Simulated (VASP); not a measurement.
```xyz
2
Lattice="0.0000 2.7285 2.7285 2.7285 0.0000 2.7285 2.7285 2.7285 0.0000" Properties=species:S:1:pos:R:3 pbc="T T T"
K      0.0000     0.0000     0.0000
F      2.7285     2.7285     2.7285
```

The base run (VASP): PBE GGA, plane waves, VASP's PBE PAW potentials (set 64). Numerical set-up: 520 eV cut-off, 8×8×8 Γ-centred mesh, Gaussian smearing of 0.050 eV, potentials K_sv F.

The base run took about 30 core-seconds. Costs are core time on shared hosts, one run each; read them as rough ratios.

Pressures at a finite cut-off, here 520 eV, hold a Pulay part, which wasn't tested here.

| setting | cost over the base run | electronic steps | pressure (GPa) |
|---|---|---|---|
| GGA = RE | within a factor of 2 | 14 | 1.39 |
| GGA = PS | within a factor of 2 | 13 | -2.25 |
| IVDW = 11 | within a factor of 2 | 13 | -0.97 |
| IVDW = 12 | within a factor of 2 | 13 | -1.68 |
| base run | reference | 13 | -0.53 |
| GGA removed, LMIXTAU = .TRUE., METAGGA = SCAN | about 6 times | 21 | -2.73 |
| GGA removed, LMIXTAU = .TRUE., METAGGA = R2SCAN | about 6 times | 23 | -2.33 |

Left out are runs that failed, have no time on record or changed the cell.

The compound is KF in the rock salt structure. The cell was not relaxed at this level.
